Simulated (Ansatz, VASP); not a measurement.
# Cross-check of Sn between VASP and Ansatz

Aim: how closely do two programs agree when they are given the same cell, functional and k mesh? The cell is taken from a series of VASP runs on this material, whose earlier steps may have relaxed, scaled or displaced it; both programs get it as it stands.

Method: plane waves, with VASP 6.6.1 beside it; electric field gradients at PBE with D3(BJ), in Ansatz 0.2.0.

### 1. The structure

The structure is tetragonal, space group I4_1/amd (No. 141). Conventional cell: a = 5.797 Å, b = 5.797 Å, c = 3.236 Å, α = 90.00°, β = 90.00°, γ = 90.00°. Sn has 6 Sn at 3.01 to 3.24 Å nearest.

### 2. Ansatz: electric field gradients, PBE with D3(BJ)

Ansatz runs on its default PAW (the set named soft_2) files.

Field gradients test the density near the nuclei, where the PAW reconstruction matters most.

Contents of input.yaml:

```yaml
crystal:
  lattice:
    - [-2.8984441621, 2.8984441621, 1.6181218377]
    - [2.8984441621, -2.8984441621, 1.6181218377]
    - [2.8984441621, 2.8984441621, -1.6181218377]
  atoms:
    - { symbol: Sn, position: [0.0, 0.0, 0.0] }
    - { symbol: Sn, position: [0.75, 0.25, 0.5] }
hamiltonian:
  xc: pbe
  pseudopotentials: { kind: paw }
  dispersion: d3bj
kpoints:
  mp_grid: { grid: [8, 8, 8] }
scf:
  occupations: { method: methfessel_paxton, width: 0.2 }
  n_extra_bands: 4
output:
  forces: true
  stress: true
  eigenvalues: true
  efg: {}
```

Command:

```console
$ ansatz run input.yaml --threads 2 --pin off --max-ram 4608MiB --backend cpu --events-out ev --progress --plain --runs-dir out
```

Numbers of over 12 decimals in the logs are rounded to 6 here.

Log:

```text
scf.n_extra_bands = 4 over 14 filled bands (N_el = 28.0): the run solves 18 bands
Sn: output.efg is read without spin–orbit coupling, which moves field gradients at and beside such atoms by some per cent and up to a factor of two; PAW files take it under magnetization.noncollinear and magnetization.spin_orbit
Engine: ansatz 0.2.0, aarch64-unknown-linux-gnu
Pseudopotentials: kind: paw
Pseudopotential: Sn, paw, valence charge 14, recommended cutoff 420 eV (normal), Sn.paw.azcp
Functional definition: PBE
  parameter kappa = 0.804
  parameter beta = 0.066725
  exchange = pbe_x(kappa = kappa, mu = beta*pi^2/3)
  correlation = pbe_c(beta = beta)
Crystal: 2 atoms, lattice volume = 54.375 Å³
Basis set: ecut = 420 eV, 1077 PW (Γ), exchange–correlation on 60×60×60 points (8 copies of the dense FFT grid, shifted against one another)
Bands: 18, of which v1, the nominal top of the filled ones, is band 14 counted from 1 (13 counted from 0)
Symmetry: 16 space group operations
Space group: I41/amd (ITA 141), of the structure as read, at distance tolerance 3.8e-5 Å
k-points: 59 of 512
Non-local potential: Sn, projectors of the file, l = 0: 2, l = 1: 2, l = 2: 2, l = 3: 2
PAW form: soft (Blöchl's): semilocal exchange-correlation on the pseudo side does not see the compensation charge
PAW one-centre angular grid: Sn, 590 points (default); XC on 64 Gauss nodes
Initial density: superposition of atomic densities (neutral atoms: chi_scale 0, normalization atom), corrected by the library's trained network
Initial wavefunctions: pseudopotential atomic-orbital guess
Functional: x = pbe(κ = 0.804, μ = 0.219515), c = pbe(β = 0.066725)
SCF iter   1: F=—  HF=-12049.093173 eV  |F-HF|=—  |Δ(HF+E_count)|=         —  Δρ=1.23e-3  dr2=6.53e-4  ethr=1.77e-3  ⟨swp⟩=5.5  Hψ=5139  notcnv=0
preconditioner: auto → Kerker (q_TF=auto, 2.443 Å⁻¹)  [metal: Δε(μ)=0.090 eV  Ē_g=20.259 eV  σ=0.200 eV  W_gap=0.36  n_scr=16 (ndim 8)  ℏωp=26.6 eV  f_vac=0.000  D(μ)=0.98/eV (n_scr^D=4)]
SCF iter   2: F=—  HF=-12049.092105 eV  |F-HF|=—  |Δ(HF+E_count)|=   1.07e-3  S|Δr|=    0.00e0  Δρ=7.71e-4  dr2=3.12e-4  ethr=2.33e-6  ⟨swp⟩=2.0  Hψ=2293  notcnv=0
SCF iter   3: F=—  HF=-12049.092062 eV  |F-HF|=—  |Δ(HF+E_count)|=   4.26e-5  S|Δr|=    0.00e0  Δρ=3.90e-4  dr2=8.66e-5  ethr=1.11e-6  ⟨swp⟩=2.0  Hψ=1885  notcnv=0
SCF iter   4: F=—  HF=-12049.092071 eV  |F-HF|=—  |Δ(HF+E_count)|=   8.32e-6  S|Δr|=    0.00e0  Δρ=1.69e-4  dr2=9.12e-6  ethr=3.09e-7  ⟨swp⟩=2.0  Hψ=1845  notcnv=0
SCF iter   5: F=—  HF=-12049.092063 eV  |F-HF|=—  |Δ(HF+E_count)|=   7.22e-6  S|Δr|=    0.00e0  Δρ=5.78e-5  dr2=1.04e-6  ethr=3.26e-8  ⟨swp⟩=2.0  Hψ=1761  notcnv=0
SCF iter   6: F=-12049.092063 eV  HF=-12049.092063 eV  |F-HF|=1.37e-8  |Δ(HF+E_count)|=   6.80e-7  S|Δr|=    0.00e0  Δρ=5.93e-6  dr2=1.12e-8  ethr=3.57e-10  ⟨swp⟩=3.6  Hψ=5004  notcnv=0
SCF 1 converged in 6 iterations: F = -12049.092063 eV  dr2 = 1.12e-8
  greatest PAW one-centre occupation: 0.991 electrons in one spin orbital (limit 2), on the Sn atom at site 1 (counted from 0), in its partial waves of l = 2
SCF converged after 6 iterations
Stability not checked: this state was not tested for a lower state beside it, because cold or Methfessel-Paxton smearing, or corrected tetrahedra, fill the levels in a way that the test cannot read (fill_not_monotonic; see scf.lower_state_search)
Free energy (F): -12049.092063 eV
Harris-Foulkes:  -12049.092063 eV  (|F-HF|=1.37e-8)
Internal energy: -12049.093578 eV  (E = F + TS)
E sigma→0 (E₀):  -12049.092442 eV
Entropy (-TS):   0.001515 eV (0.758 meV/atom)
Fermi energy:    10.678909 eV
--- Per-component energies (eV) ---
  E_band       = -164.775019
  E_kinetic    = 373.535489
  E_local      = -1702.847164  (includes V_loc(G=0)·N_el)
  E_nonlocal   = -64.696489
  E_hartree    = 1066.000802
  E_xc         = -765.324375
  E_vxc        = -192.379286  (∫ρ·V_xc dr)
  E_paw        = -8272.527586  (= ΣΔE_a)
  E_vpaw       = -710.383282  (= ΣTr[D̂ρ^β])
  E_aug_tail   = -0.000001  (compensation charges beyond the density's cutoff)
  E_ewald      = -2682.456178
  E_disp       = -0.778077  (pairwise vdW)
  E_smearing   = 0.001515  (= −TS)
  E_closure    = -0.000000  (closes the sum)
  Σ components = -12049.092063   (vs F -12049.092063, Δ=0.00e0)
--- Forces (eV/Å), atoms counted from 1 ---
  atom   1  Sn     0.00000000     0.00000000    -0.00000000
  atom   2  Sn     0.00000000     0.00000000     0.00000000
  max |Σ_I F_I| component: 6.94e-18 eV/Å
--- Stress (GPa, compression-positive) ---
        0.083622       0.000000       0.000000
        0.000000       0.083622      -0.000000
        0.000000      -0.000000       0.136139
  P = ⅓ Tr σ = 0.1011 GPa (1.011 kbar)
--- PAW observables at the nuclei: V_zz in 10²¹ V/m², potentials from the cell's mean, atoms counted from 1 ---
  atom   1  Sn V_zz =    +3.769987   η = 0.0000   by run symmetry: allowed
            electrostatic potential = -8174.526626 V   contact ρ = none
  atom   2  Sn V_zz =    +3.769987   η = 0.0000   by run symmetry: allowed
            electrostatic potential = -8174.526626 V   contact ρ = none
--- Band table (eV; the first three rows and the last of 59) ---
  k-point 0: bands = [... 10 lower, -0.4045, 7.3267, 8.8304, 8.8304, 13.7748, 17.1256, 17.1256, 17.1889]
  k-point 1: bands = [... 10 lower, -0.2612, 6.2234, 8.9996, 9.6561, 14.4423, 15.9101, 16.4053, 17.0876]
  k-point 2: bands = [... 10 lower, 0.1687, 4.6229, 9.5014, 10.6066, 14.3169, 15.0353, 16.2574, 16.7118]
  k-point 58: bands = [... 10 lower, 3.2794, 3.2794, 5.9333, 5.9333, 15.3106, 15.3106, 20.4105, 20.4105]
```

Wall time 3.6 s (2 threads of Arm Neoverse N1, shared host); peak memory 0.36 GiB.

The run ends at a pressure of 0.10 GPa.

### 3. VASP: electric field gradients, PBE with D3(BJ)

The same cell, functional, mesh and smearing now go to VASP, with its own data sets and cutoff.

Lines of VASP's logs that name or quote its potential files are left out, and so is its time.

Contents of INCAR:

```
SYSTEM = Sn
PREC = Accurate
ENCUT = 400
EDIFF = 1E-07
NELM = 100
ISMEAR = 1
SIGMA = 0.2
LREAL = .FALSE.
ALGO = Normal
GGA = PE
IVDW = 12
NBANDS = 20
LORBIT = 11
LWAVE = .FALSE.
LCHARG = .FALSE.
KPAR = 2
LEFG = .TRUE.
LASPH = .TRUE.
```

Contents of POSCAR:

```
Sn
1.0
   -2.8984441621      2.8984441621      1.6181218377
    2.8984441621     -2.8984441621      1.6181218377
    2.8984441621      2.8984441621     -1.6181218377
Sn
2
Direct
    0.0000000000      0.0000000000      0.0000000000
    0.7500000000      0.2500000000      0.5000000000
```

Contents of KPOINTS:

```
Automatic mesh
0
Gamma
8 8 8
0 0 0
```

The projector-augmented-wave data sets are Sn_d (PBE family, release 64).

Command:

```console
$ mpirun -np 2 vasp_std
```

Log:

```text
[banner, memory and clock lines left out]
running    2 mpi-ranks, on    1 nodes
 distrk:  each k-point on    1 cores,    2 groups
 distr:  one band on    1 cores,    1 groups

 POSCAR found type information on POSCAR Sn
 POSCAR found :  1 types and       2 ions
 LDA part: xc-table for (Slater+PW92), standard interpolation
 POSCAR, INCAR and KPOINTS ok, starting setup
 FFT: planning ... GRIDC
 FFT: planning ... GRID_SOFT
 FFT: planning ... GRID
 WAVECAR not read
 entering main loop
       N       E                     dE             d eps       ncg     rms          rms(c)
DAV:   1     0.200391368249E+03    0.20039E+03   -0.12687E+04  2400   0.188E+03
DAV:   2     0.118979854539E+02   -0.18849E+03   -0.18542E+03  2376   0.411E+02
DAV:   3    -0.702990660862E+01   -0.18928E+02   -0.18829E+02  2680   0.128E+02
DAV:   4    -0.758098839656E+01   -0.55108E+00   -0.55082E+00  2668   0.246E+01
DAV:   5    -0.760323052344E+01   -0.22242E-01   -0.22242E-01  3276   0.453E+00    0.240E+00
DAV:   6    -0.758673098386E+01    0.16500E-01   -0.32270E-02  3220   0.262E+00    0.134E+00
DAV:   7    -0.758240408573E+01    0.43269E-02   -0.19793E-02  3188   0.205E+00    0.166E-01
DAV:   8    -0.758235136780E+01    0.52718E-04   -0.21531E-03  2856   0.625E-01    0.358E-02
DAV:   9    -0.758235736609E+01   -0.59983E-05   -0.64088E-05  3180   0.780E-02    0.130E-02
DAV:  10    -0.758235646232E+01    0.90376E-06   -0.79747E-06  3008   0.355E-02    0.176E-03
DAV:  11    -0.758235648645E+01   -0.24129E-07   -0.45098E-07  2688   0.820E-03
ion   1
     0.0000000     0.0000000     0.0000000     0.3396780    -0.0000000     0.0000000
     0.0000571     0.0000000     0.0000000     0.3396780    -0.0000000     0.0000000
     0.0000787     0.0000000     0.0000000     0.3396780    -0.0000000     0.0000000
     0.0001083     0.0000000     0.0000000     0.3396780    -0.0000000     0.0000000
     0.0001492     0.0000000     0.0000000     0.3396780    -0.0000000     0.0000000

     0.0000000     0.0000000    -0.0000000   -29.8929496    -0.0000000     0.0000000
     0.0000571     0.0000000    -0.0000000   -29.8863292    -0.0000000     0.0000000
     0.0000787     0.0000000    -0.0000000   -29.8827482    -0.0000000     0.0000000
     0.0001083     0.0000000    -0.0000000   -29.8770145    -0.0000000     0.0000000
     0.0001492     0.0000000    -0.0000000   -29.8678715    -0.0000000     0.0000000

ion   2
     0.0000000     0.0000000     0.0000000     0.3396780    -0.0000000    -0.0000000
     0.0000571     0.0000000     0.0000000     0.3396780    -0.0000000    -0.0000000
     0.0000787     0.0000000     0.0000000     0.3396780    -0.0000000    -0.0000000
     0.0001083     0.0000000     0.0000000     0.3396780    -0.0000000    -0.0000000
     0.0001492     0.0000000     0.0000000     0.3396780    -0.0000000    -0.0000000

     0.0000000     0.0000000    -0.0000000   -29.8929496     0.0000000    -0.0000000
     0.0000571     0.0000000    -0.0000000   -29.8863292     0.0000000    -0.0000000
     0.0000787     0.0000000    -0.0000000   -29.8827482     0.0000000    -0.0000000
     0.0001083     0.0000000    -0.0000000   -29.8770145     0.0000000    -0.0000000
     0.0001492     0.0000000    -0.0000000   -29.8678715     0.0000000    -0.0000000

   1 F= -.83601949E+01 E0= -.83607013E+01  d E =0.151905E-02
```

OUTCAR, selected parts (step 3):

```text
ion  position               nearest neighbor table
   1  0.000  0.000  0.000-   2 3.01   2 3.01   2 3.01   2 3.01
   2  0.750  0.250  0.500-   1 3.01   1 3.01   1 3.01   1 3.01

  LATTYP: Found a body centered tetragonal cell.
 ALAT       =     5.7968883242
 C/A-ratio  =     0.5582725584

 Subroutine GETGRP returns: Found 16 space group operations
 (whereof  8 operations were pure point group operations)

The static configuration has the point symmetry D_2d.
 The point group associated with its full space group is D_4h.

 Found     59 irreducible k-points:

   k-points           NKPTS =     59   k-points in BZ     NKDIM =     59   number of bands    NBANDS=     20

   dimension x,y,z NGX =    30 NGY =   30 NGZ =   30
   dimension x,y,z NGXF=    60 NGYF=   60 NGZF=   60

   ENCUT  =  400.0 eV  29.40 Ry    5.42 a.u.   7.19  7.19  7.19*2*pi/ulx,y,z

   NELECT =      28.0000    total number of electrons

 k-points in reciprocal lattice and weights: Automatic mesh
   0.00000000  0.00000000  0.00000000       0.002
   0.12500000  0.00000000  0.00000000       0.016
   0.25000000  0.00000000  0.00000000       0.016
   0.37500000 -0.00000000  0.00000000       0.016
   0.50000000  0.00000000  0.00000000       0.008
   0.12500000  0.12500000  0.00000000       0.016
   0.25000000  0.12500000  0.00000000       0.031
   0.37500000  0.12500000  0.00000000       0.031
   0.50000000  0.12500000  0.00000000       0.031
[...]
-0.37500000 -0.37500000  0.37500000       0.004
   0.50000000  0.50000000  0.50000000       0.002

 average (electrostatic) potential at core
       1 -99.0873       2 -99.0873

 E-fermi :   7.9164

 k-point     1 :       0.0000    0.0000    0.0000
  band No.  band energies     occupation
    ...
     10     -13.2030      2.00000
     11      -3.1669      2.00000
     12       4.5629      2.00000
     13       6.0685      2.00000
     14       6.0685      2.00000
     15      11.0145     -0.00000
     16      14.3615      0.00000
     17      14.3615      0.00000
     18      14.4256      0.00000
     19      14.5190      0.00000
    ...

 k-point     2 :       0.1250    0.0000    0.0000
  band No.  band energies     occupation
    ...
     10     -13.2133      2.00000
     11      -2.8650      2.00000
     12       4.1580      2.00000
     13       6.0782      2.00000
     14       7.0297      2.00000
     15      11.5267     -0.00000
     16      12.0691      0.00000
     17      12.5321      0.00000
     18      13.6329      0.00000
     19      14.1035      0.00000
    ...

 k-point     3 :       0.2500    0.0000    0.0000
  band No.  band energies     occupation
    ...
      9     -13.3369      2.00000
     10     -13.2372      2.00000
     11      -1.9624      2.00000
     12       3.8486      2.00000
     13       6.1984      2.00000
     14       8.3862     -0.00443
     15       8.9844     -0.00000
     16      10.0436     -0.00000
     17      12.2513      0.00000
     18      12.3804      0.00000
    ...

 Edisp (eV)   -0.77784

  Total      -0.00350    -0.00350     0.01487     0.00000     0.00000     0.00000
  in kB      -0.10312    -0.10312     0.43825     0.00000     0.00000     0.00000
  external pressure =        0.08 kB  Pullay stress =        0.00 kB

  energy-cutoff  :      400.00
  volume of cell :       54.38
      direct lattice vectors                 reciprocal lattice vectors
    -2.898444162  2.898444162  1.618121838     0.000000000  0.172506342  0.309000218
     2.898444162 -2.898444162  1.618121838     0.172506342  0.000000000  0.309000218
     2.898444162  2.898444162 -1.618121838     0.172506342  0.172506342  0.000000000

 POSITION                                       TOTAL-FORCE (eV/Angst)
 -----------------------------------------------------------------------------------
      0.00000      0.00000      0.00000         0.000000     -0.000000      0.000000
      0.00000      2.89844      0.80906        -0.000000      0.000000     -0.000000
 -----------------------------------------------------------------------------------
    total drift:                                0.000000     -0.000000      0.000000

  FREE ENERGIE OF THE ION-ELECTRON SYSTEM (eV)
  ---------------------------------------------------
  free  energy   TOTEN  =        -8.3601949256 eV

  energy  without entropy=       -8.3617139774  energy(sigma->0) =       -8.36070128

 Electric field gradients after diagonalization (V/A^2)
 (convention: |V_zz| > |V_xx| > |V_yy|)
----------------------------------------------------------------------
 ion       V_xx      V_yy      V_zz     asymmetry (V_yy - V_xx)/ V_zz
----------------------------------------------------------------------
   1     -18.708   -18.704    37.411       0.000
   2     -18.708   -18.704    37.411       0.000
----------------------------------------------------------------------

 total charge
# of ion       s       p       d       tot
------------------------------------------
    1        1.234   1.018   9.975  12.227
    2        1.234   1.018   9.975  12.227
--------------------------------------------------
tot          2.468   2.035  19.951  24.454

[... 3 further parts left out ...]
```

Dispersion corrections of this kind ignore metallic screening and tend to overbind metals.

### 4. Side by side

Known differences besides the potentials themselves: Ansatz adds the response of the frozen cores to the gradients, VASP leaves it out; the cutoff is 420 eV in Ansatz and 400 eV in VASP. Total energies have different zeros and are not compared.

The two programs side by side:

| quantity | Ansatz | VASP | difference |
| --- | --- | --- | --- |
| pressure (GPa) | 0.10 | 0.01 | +0.09 |
| Vzz at Sn1 (V/Å²) | 37.7 | 37.4 | +0.3 |
| Vzz at Sn2 (V/Å²) | 37.7 | 37.4 | +0.3 |

Ansatz's pressure holds a Pulay correction of 0.03 GPa; VASP's holds none.

### 5. Summary of results

| Item | Value |
| --- | --- |
| difference in Vzz at Sn1 (electric field gradients, PBE with D3(BJ)) | 0.29 V/Å² |

What this shows: The difference in Vzz at Sn1 is 0.29 V/Å² (electric field gradients, PBE with D3(BJ)). How closely two codes agree says nothing of how well the functional describes the real material.

[Lines on the potential files, build, host, timing and source positions are cut from VASP's logs without a mark.]

[Logs are printed without paths, hosts, clocks, repeated set-up lines and the standing remarks that a program may print on its own settings, such as how far it seeks lower states.]

[Hosts, paths, dates, database ids (printed as entryN), source tags and the programs' standing remarks are cut or masked in the printed files.]
